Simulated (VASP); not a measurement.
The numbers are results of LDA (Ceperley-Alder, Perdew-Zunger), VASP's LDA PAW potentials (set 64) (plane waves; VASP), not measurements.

VASP input:

POSCAR:
```
GaP
1
    0.0000000000     2.6950243440     2.6950243440
    2.6950243440     0.0000000000     2.6950243440
    2.6950243440     2.6950243440    -0.0000000000
Ga P
1 1
Direct
  0.0000000000   0.0000000000   0.0000000000
  0.2500000000   0.2500000000   0.2500000000
```

INCAR:
```
# general
SYSTEM   =  GaP
PREC     =  Accurate
ENCUT    =  400
LREAL    =  .FALSE.
LASPH    =  .TRUE.

# electronic loop
EDIFF    =  1E-6
NELM     =  100
ALGO     =  Normal
LMAXMIX  =  4

# smearing
ISMEAR   =  0
SIGMA    =  0.05

# ions
IBRION   =  2
NSW      =  60
ISIF     =  3
EDIFFG   =  -0.01

# output
LWAVE    =  .FALSE.
LCHARG   =  .FALSE.
```

### KPOINTS
```
Automatic mesh
0
Gamma
8 8 8
0 0 0
```

POTCAR, in this order: Ga_d P (LDA.64 set). Program: vasp_std.

What VASP printed:

**OUTCAR**
```
 ion  position               nearest neighbor table
   1  0.000  0.000  0.000-   2 2.33   2 2.33   2 2.33   2 2.33
   2  0.250  0.250  0.250-   1 2.33   1 2.33   1 2.33   1 2.33
  LATTYP: Found a face centered cubic cell.
 ALAT       =     5.3900486880
 Subroutine PRICEL returns:
 Original cell was already a primitive cell.
 Subroutine GETGRP returns: Found 24 space group operations
The static configuration has the point symmetry T_d .
The dynamic configuration has the point symmetry T_d .
 Subroutine INISYM returns: Found 24 space group operations
 Subroutine IBZKPT returns following result:
 Found     29 irreducible k-points:

 Following reciprocal coordinates:
            Coordinates               Weight
  0.000000  0.000000  0.000000      1.000000
  0.125000  0.000000  0.000000      8.000000
  0.250000  0.000000  0.000000      8.000000
  0.375000  0.000000  0.000000      8.000000
  0.500000  0.000000  0.000000      4.000000
  0.125000  0.125000  0.000000      6.000000
  0.250000  0.125000  0.000000     24.000000
  0.375000  0.125000  0.000000     24.000000
  0.500000  0.125000  0.000000     24.000000
 -0.375000  0.125000  0.000000     24.000000
 -0.250000  0.125000  0.000000     24.000000
 -0.125000  0.125000  0.000000     12.000000
  0.250000  0.250000  0.000000      6.000000
  0.375000  0.250000  0.000000     24.000000
  0.500000  0.250000  0.000000     24.000000
 -0.375000  0.250000  0.000000     24.000000
 -0.250000  0.250000  0.000000     12.000000
  0.375000  0.375000  0.000000      6.000000
  0.500000  0.375000  0.000000     24.000000
 -0.375000  0.375000  0.000000     12.000000
  0.500000  0.500000  0.000000      3.000000
  0.375000  0.250000  0.125000     24.000000
  0.500000  0.250000  0.125000     48.000000
 -0.375000  0.250000  0.125000     24.000000
...
```

**OSZICAR**
```
       N       E                     dE             d eps       ncg     rms          rms(c)
DAV:   1     0.724466725263E+02    0.72447E+02   -0.83431E+03   778   0.174E+03
DAV:   2    -0.530244257835E+01   -0.77749E+02   -0.73977E+02   839   0.301E+02
DAV:   3    -0.106811423086E+02   -0.53787E+01   -0.53594E+01   929   0.706E+01
DAV:   4    -0.107820949783E+02   -0.10095E+00   -0.10092E+00   907   0.105E+01
DAV:   5    -0.107843466507E+02   -0.22517E-02   -0.22516E-02   970   0.134E+00    0.449E+00
DAV:   6    -0.105055153024E+02    0.27883E+00   -0.45871E-01  1149   0.130E+01    0.290E+00
DAV:   7    -0.104546534545E+02    0.50862E-01   -0.11291E-01   950   0.256E+00    0.108E+00
DAV:   8    -0.104499726213E+02    0.46808E-02   -0.13139E-02   877   0.156E+00    0.197E-01
DAV:   9    -0.104499418868E+02    0.30735E-04   -0.10876E-03  1139   0.519E-01    0.624E-02
DAV:  10    -0.104499395492E+02    0.23376E-05   -0.52527E-05  1132   0.887E-02    0.224E-02
DAV:  11    -0.104499456980E+02   -0.61489E-05   -0.78756E-06   900   0.487E-02    0.531E-03
DAV:  12    -0.104499454773E+02    0.22077E-06   -0.64335E-07   517   0.127E-02
   1 F= -.10449945E+02 E0= -.10449945E+02  d E =-.104499E+02
```

### OUTCAR
```
------------------------ aborting loop because EDIFF is reached ----------------------------------------
  FORCE on cell =-STRESS in cart. coord.  units (eV):
  Direction    XX          YY          ZZ          XY          YZ          ZX
  --------------------------------------------------------------------------------------
  Total       -0.0104291     -0.0104291     -0.0104291     -0.0000000      0.0000000      0.0000000
  in kB       -0.4268155     -0.4268155     -0.4268155     -0.0000000      0.0000000      0.0000000
  external PRESSURE =      -0.4268155 kB  Pullay stress =       0.0000000 kB
  volume of cell :       39.15
      direct lattice vectors                 reciprocal lattice vectors
     0.000000000  2.695024344  2.695024344    -0.185527081  0.185527081  0.185527081
     2.695024344  0.000000000  2.695024344     0.185527081 -0.185527081  0.185527081
     2.695024344  2.695024344  0.000000000     0.185527081  0.185527081 -0.185527081
  FREE ENERGIE OF THE ION-ELECTRON SYSTEM (eV)
  ---------------------------------------------------
  free  energy   TOTEN  =       -10.4499454773 eV

  energy  without entropy=      -10.4499454773  energy(sigma->0) =      -10.44994548

 reached required accuracy - stopping structural energy minimisation
```
(Selected blocks of OUTCAR.)

**OUTCAR**
```
 val. band max:        4.8559389996   @ k =   0.0000   0.0000   0.0000

 cond. band min:       6.2840242588   @ k =   0.5000   0.5000   0.0000


 Fermi energy:         5.1152252823

 k-point     1 :       0.0000    0.0000    0.0000
  band No.  band energies     occupation
      1      -9.9102      2.00000
      2      -9.9102      2.00000
      3      -9.9102      2.00000
      4      -9.8015      2.00000
      5      -9.8015      2.00000
      6      -7.9102      2.00000
      7       4.8559      2.00000
      8       4.8559      2.00000
      9       4.8559      2.00000
     10       6.7711      0.00000
     11       8.6388      0.00000
     12       8.6388      0.00000
     13       8.6388      0.00000

 k-point     2 :       0.1250    0.0000    0.0000
  band No.  band energies     occupation
      1      -9.9246      2.00000
      2      -9.9049      2.00000
      3      -9.9049      2.00000
      4      -9.8015      2.00000
      5      -9.8015      2.00000
      6      -7.6989      2.00000
      7       3.1793      2.00000
      8       4.6092      2.00000
      9       4.6092      2.00000
     10       7.3357      0.00000
     11       9.0075      0.00000
     12       9.0075      0.00000
     13       9.2831      0.00000

 k-point     3 :       0.2500    0.0000    0.0000
  band No.  band energies     occupation
      1      -9.9568      2.00000
      2      -9.8939      2.00000
      3      -9.8939      2.00000
      4      -9.8002      2.00000
      5      -9.8002      2.00000
      6      -7.0980      2.00000
      7       0.8506      2.00000
      8       4.1518      2.00000
      9       4.1518      2.00000
     10       6.9756      0.00000
     11       9.5281      0.00000
     12       9.5281      0.00000
     13      11.2198      0.00000

 k-point     4 :       0.3750    0.0000    0.0000
  band No.  band energies     occupation
      1      -9.9854      2.00000
      2      -9.8856      2.00000
      3      -9.8856      2.00000
...
```

The compound is GaP in the zinc blende structure. It was relaxed first. The start is the result of an earlier pass.
